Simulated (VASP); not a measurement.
Input:

```
TiO2
1.0
    4.64511     0.00000     0.00000
    0.00000     4.64511     0.00000
    0.00000     0.00000     2.96923
Ti O
2 4
Direct
  0.00000   0.00000   0.00000
  0.50000   0.50000   0.50000
  0.30495   0.30495   0.00000
  0.80495   0.19505   0.50000
  0.19505   0.80495   0.50000
  0.69505   0.69505   0.00000
```

Method: PBE GGA, VASP's PBE PAW potentials (set 64) (plane waves; VASP 6.6.1). Numerical set-up: 520 eV cut-off, 9×9×13 Γ-centred mesh, Gaussian smearing of 0.010 eV, potentials Ti_sv O.

### Question
Estimate the energy per atom (σ→0), band gap (on the k-mesh) with the smallest direct gap where there is one.

### Answer

```
Item                                         Result
-----------------------------------  --------------
band gap (on the k-mesh)                    1.82 eV
smallest direct gap (on the k-mesh)         1.82 eV
energy per atom (σ→0)                -8.946 eV/atom
```

The compound is TiO2 in the rutile structure. It was relaxed first.
